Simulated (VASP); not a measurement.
Given:

```yaml
crystal:
  lattice:
    - [1.45500, -2.52013, 0.00000]
    - [1.45500, 2.52013, 0.00000]
    - [0.00000, 0.00000, 2.84000]
  atoms:
    - { symbol: W, position: [0.00000, 0.00000, 0.00000] }
    - { symbol: C, position: [0.33333, 0.66667, 0.50000] }
```

Method: PBE GGA, VASP's PBE PAW potentials (set 64) (plane waves; VASP). Settings: 520 eV cut-off, 3×3×3 Monkhorst-Pack mesh, first-order Methfessel-Paxton smearing of 0.10 eV, potentials W_sv C.

### Question
Give the stress tensor in GPa (positive for a compressed cell).

### Answer

```
13.41   0.00   0.00
 0.00  13.41   0.00
 0.00   0.00   3.92
```
The pressure is its mean diagonal, 10.25 GPa.

The compound is WC in the wc structure. The cell was not relaxed at this level. The k-mesh is coarse (spacing up to 0.83 per Å, 2π included), so the numbers may not be converged in it. The run is one of a series of settings (KPOINTS 3×3×3 Monkhorst-Pack mesh against the base run), some of them coarse on purpose.
